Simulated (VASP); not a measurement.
Runs of VASP 6.6.1 on RuBr2. The structure is cubic, space group Fm-3m (No. 225). Conventional cell: a = 6.327 Å, b = 6.327 Å, c = 6.327 Å, α = 90.00°, β = 90.00°, γ = 90.00°. Ru (site symmetry m-3m) has 8 Br at 2.74 Å as nearest neighbours. Around Br (site symmetry -43m) lie 4 Ru at 2.74 Å. The cell comes from a database or a generator and needn't be the stable form of this composition.

```tsv
spin	U	fixed moment (μB)	gap on the mesh (eV)	pressure (GPa)	moment (μB)
off	Ru d U = 6 eV	-	none	-1.1	-
collinear, random start	Ru d U = 6 eV	-	none	-1.1	0.00
collinear, ferromagnetic start	Ru d U = 2 eV	3	-	6.7	3.00
collinear, ferromagnetic start	Ru d U = 6 eV	-	none	7.2	(b)
collinear, random start	Ru d U = 2 eV	-	none	-3.1	0.13
collinear, ferromagnetic start	Ru d U = 6 eV	4	-	(a)	4.00
```

Alike in all rows: task single point; level PBEsol+U; potentials or basis VASP PAW PBE potentials, release 64 (Ru_pv, Br); cell as given; k mesh 5 × 5 × 5; cutoff (eV) 520; smearing gaussian 0.05 eV.

Question: Estimate the missing entries.

Answer: (a) 15.2; (b) 2.00.

Caveats: the PAW data sets were made with another functional, which shifts forces and pressure a little; the moment is held away from its start (some runs); the total moment is fixed, so each spin has its own Fermi level (some runs); U without spin polarisation on a metal has little footing (some runs).

A k mesh can miss the band edges, and the runs leave out spin-orbit coupling on Br, Ru.

A gap of «none» marks a metal or a gap under the smearing width.
